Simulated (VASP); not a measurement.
Computed with LDA (Ceperley-Alder, Perdew-Zunger), VASP's LDA PAW potentials (set 64) (plane waves; VASP).

VASP input:

INCAR:
```
SYSTEM = Sc
PREC = Accurate
ENCUT = 500
EDIFF = 1E-6
NELM = 100
ALGO = Normal
LREAL = .FALSE.
LASPH = .TRUE.
ISMEAR = 1
SIGMA = 0.1
LMAXMIX = 4
LWAVE = .FALSE.
LCHARG = .FALSE.
IBRION = 2
ISIF = 3
NSW = 40
EDIFFG = -0.02
```

KPOINTS:
```
Automatic mesh
0
Gamma
13 13 7
0 0 0
```

POSCAR:
```
Sc
1
    1.6158027560    -2.7986523880     0.0000000000
    1.6158027560     2.7986523880    -0.0000000000
    0.0000000000     0.0000000000     4.9910544479
Sc
2
Direct
  0.3333330000   0.6666670000   0.2500000000
  0.6666670000   0.3333330000   0.7500000000
```

POTCAR, in this order: Sc_sv (LDA.64 set). Program: vasp_std.

What VASP printed:

OSZICAR:
```
       N       E                     dE             d eps       ncg     rms          rms(c)
DAV:   1     0.380548274064E+03    0.38055E+03   -0.10796E+04  2536   0.158E+03
DAV:   2     0.821137949778E+01   -0.37234E+03   -0.36603E+03  3761   0.690E+02
DAV:   3    -0.142492295991E+02   -0.22461E+02   -0.21951E+02  4305   0.210E+02
DAV:   4    -0.147339518153E+02   -0.48472E+00   -0.46125E+00  3830   0.222E+01
DAV:   5    -0.147423921378E+02   -0.84403E-02   -0.84381E-02  4214   0.343E+00    0.831E+00
DAV:   6    -0.136215724639E+02    0.11208E+01   -0.25188E+00  3185   0.222E+01    0.251E+00
DAV:   7    -0.134611862558E+02    0.16039E+00   -0.60687E-01  3353   0.980E+00    0.741E-01
DAV:   8    -0.134474082079E+02    0.13778E-01   -0.23537E-02  3403   0.244E+00    0.202E-01
DAV:   9    -0.134466528973E+02    0.75531E-03   -0.48062E-03  3558   0.881E-01    0.194E-02
DAV:  10    -0.134466738707E+02   -0.20973E-04   -0.87299E-05  4170   0.157E-01    0.492E-03
DAV:  11    -0.134466748641E+02   -0.99338E-06   -0.12824E-06  2584   0.176E-02
   1 F= -.13446675E+02 E0= -.13445921E+02  d E =-.134467E+02
       N       E                     dE             d eps       ncg     rms          rms(c)
DAV:   1    -0.134469565381E+02   -0.28267E-03   -0.35728E-02  3234   0.443E+00    0.123E-01
DAV:   2    -0.134469193330E+02    0.37205E-04   -0.28862E-03  4077   0.946E-01    0.781E-02
DAV:   3    -0.134467738137E+02    0.14552E-03   -0.47658E-04  4730   0.328E-01    0.109E-02
DAV:   4    -0.134467719125E+02    0.19012E-05   -0.20643E-05  3830   0.784E-02    0.584E-03
DAV:   5    -0.134467715452E+02    0.36733E-06   -0.47612E-07  1680   0.186E-02
   2 F= -.13446772E+02 E0= -.13446058E+02  d E =-.966811E-04
```

**OUTCAR**
```
------------------------ aborting loop because EDIFF is reached ----------------------------------------
  FORCE on cell =-STRESS in cart. coord.  units (eV):
  Direction    XX          YY          ZZ          XY          YZ          ZX
  --------------------------------------------------------------------------------------
  Total        0.0150088      0.0150088     -0.0284171     -0.0000000     -0.0000000      0.0000000
  in kB        0.5328298      0.5328298     -1.0088389     -0.0000000     -0.0000000      0.0000000
  external PRESSURE =       0.0189402 kB  Pullay stress =       0.0000000 kB
  volume of cell :       45.13
      direct lattice vectors                 reciprocal lattice vectors
     1.616887119 -2.800530560  0.000000000     0.309236182 -0.178537598  0.000000000
     1.616887119  2.800530560 -0.000000000     0.309236182  0.178537598  0.000000000
    -0.000000000 -0.000000000  4.983322817     0.000000000  0.000000000  0.200669320
 POSITION                                       TOTAL-FORCE (eV/Angst)
 -----------------------------------------------------------------------------------
      1.61689      0.93351      1.24583        -0.000000     -0.000000      0.000000
      1.61689     -0.93351      3.73749         0.000000      0.000000      0.000000
 -----------------------------------------------------------------------------------
    total drift:                                0.000000      0.000668     -0.000015
  FREE ENERGIE OF THE ION-ELECTRON SYSTEM (eV)
  ---------------------------------------------------
  free  energy   TOTEN  =       -13.4467715452 eV

  energy  without entropy=      -13.4446310298  energy(sigma->0) =      -13.44605804

 reached required accuracy - stopping structural energy minimisation
```
(Selected blocks of OUTCAR.)

CONTCAR:
```
Sc
   1.00000000000000
     1.6168871190399752   -2.8005305597172141    0.0000000000000000
     1.6168871190399752    2.8005305597172141   -0.0000000000000000
    -0.0000000000000000   -0.0000000000000000    4.9833228169570027
  Sc
     2
Direct
     0.3333330000000032    0.6666669999999968    0.2500000000000000
     0.6666669999999968    0.3333330000000032    0.7500000000000000
```

The compound is Sc in the hcp structure. This run relaxes it. Symmetry was kept, so distortions that lower it aren't found.
